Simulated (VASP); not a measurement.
An input for Quantum ESPRESSO's pw.x (written as the equivalent of a VASP run, and not itself run):

```
&CONTROL
  calculation = 'scf'
  pseudo_dir = './pseudo'
  outdir = './out'
  tprnfor = .true.
  tstress = .true.
/
&SYSTEM
  ibrav = 0
  nat = 2
  ntyp = 2
  ecutwfc = 46.3
  occupations = 'smearing'
  smearing = 'fermi-dirac'
  degauss = 0.00735
  input_dft = 'pbe'
/
&ELECTRONS
  conv_thr = 7.3e-08
  electron_maxstep = 100
/
ATOMIC_SPECIES
  Rb 85.468 Rb.upf
  Br 79.904 Br.upf
CELL_PARAMETERS angstrom
     0.0000000    3.4009610    3.3508660
     3.4262500    0.0000000    3.3508660
     3.4262500    3.4009610    0.0000000
ATOMIC_POSITIONS crystal
  Rb   0.0000000  0.0000000  0.0000000
  Br   0.4899430  0.5100570  0.5100570
K_POINTS automatic
  6 6 6 0 0 0
```

**Question.** Write the VASP files for the same calculation (PBE).

**Answer.** This is not unique; one that fits is 
**KPOINTS**
```
Regular mesh
0
Gamma
  6 6 6
```

### INCAR
```
# general
SYSTEM  = RbBr
PREC    = Accurate
ENCUT   = 400
LREAL   = .FALSE.
LASPH   = .TRUE.

# electronic loop
EDIFF   = 1E-6
NELM    = 100
ALGO    = Normal
LMAXMIX = 4

# smearing
ISMEAR  = -1
SIGMA   = 0.1

# functional
GGA     = PE

# ions
ISIF    = 2

# output
LWAVE   = .FALSE.
LCHARG  = .FALSE.
```

**POSCAR**
```
RbBr
4.7743940
  0.0000000000   0.7123335443   0.7018411132
  0.7176303422   0.0000000000   0.7018411132
  0.7176303422   0.7123335443   0.0000000000
Rb Br
1 1
Cart
  0.0000000000   0.0000000000   0.0000000000
  0.7320647589   0.7123335443   0.7018411132
```

POTCAR, in this order: Rb_sv Br (PBE.64 set). Program: vasp_std.

Limits of the translation: the potentials are each code's own (VASP's PAW set, PseudoDojo norm-conserving files in pw.x), so ENCUT and ecutwfc are chosen apart and not converted; conv_thr bounds pw.x's estimated SCF error, while EDIFF bounds the energy change between steps.

The compound is RbBr in the rock salt structure. The cell was not relaxed at this level, atoms are displaced from their ideal sites. The run is one of a series of settings (ISMEAR = -1, SIGMA = 0.1 against the base run), some of them coarse on purpose.
